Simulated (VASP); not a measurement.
Data:

```yaml
crystal:
  lattice:
    - [0.00000, 2.66647, 2.66647]
    - [2.66647, 0.00000, 2.66647]
    - [2.66647, 2.66647, 0.00000]
  atoms:
    - { symbol: Cd, position: [0.00000, 0.00000, 0.00000] }
    - { symbol: F, position: [0.25000, 0.25000, 0.25000] }
    - { symbol: F, position: [0.75000, 0.75000, 0.75000] }
```

Calculation: PBE GGA, VASP's PBE PAW potentials (set 64) (plane waves; VASP). Run with 620 eV cut-off, 7×7×7 Γ-centred mesh, Gaussian smearing of 0.050 eV, potentials Cd F.

Predict the energy per atom (σ→0), pressure.

```json
{
  "energy per atom (σ→0)": "-3.600 eV/atom",
  "pressure": "10.04 GPa"
}
```

Total energies compare only between runs with the same potentials, cut-off and functional.

The compound is CdF2 in the fluorite structure. It was relaxed first under an external pressure of 10 GPa.
